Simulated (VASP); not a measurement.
Here is the system:

```xyz
8
Lattice="-0.2978 3.9955 4.1189 3.9955 -0.2978 4.1189 1.8488 1.8488 0.0000" Properties=species:S:1:pos:R:3 pbc="T T T"
Si     3.6977     3.6977     7.9169
Si     0.9244     0.9244     1.3506
C      3.6161     5.6281     6.2490
C      2.8548     0.8429     3.0185
C      5.6281     3.6161     6.2490
C      0.8429     2.8548     3.0185
C      3.6977     3.6977     4.1414
C      2.7733     2.7733     5.1261
```

Level of theory: PBEsol GGA, VASP's PBE PAW potentials (set 64) (plane waves; VASP 6.6.1). Settings: 520 eV cut-off, 7×7×15 Γ-centred mesh, tetrahedra with Blöchl corrections, potentials Si C.

The cores are frozen, which limits the accuracy of field gradients.

Question: Give the principal components of the electric field gradient (V/Å²) and the asymmetry η at each nucleus.

Answer: 
| atom | Vxx | Vyy | Vzz | η |
|---|---|---|---|---|
| Si1 | 29.8 | 4.2 | -33.9 | 0.76 |
| Si2 | 29.8 | 4.2 | -33.9 | 0.76 |
| C3 | 23.7 | 8.6 | -32.3 | 0.47 |
| C4 | 23.7 | 8.6 | -32.3 | 0.47 |
| C5 | 23.7 | 8.6 | -32.3 | 0.47 |
| C6 | 23.7 | 8.6 | -32.3 | 0.47 |
| C7 | 14.7 | 1.7 | -16.4 | 0.79 |
| C8 | 14.7 | 1.7 | -16.4 | 0.79 |

The structure was generated: C6Si2 was put into an ordered model structure (Cmcm), which need not be its known phase. It was relaxed first.
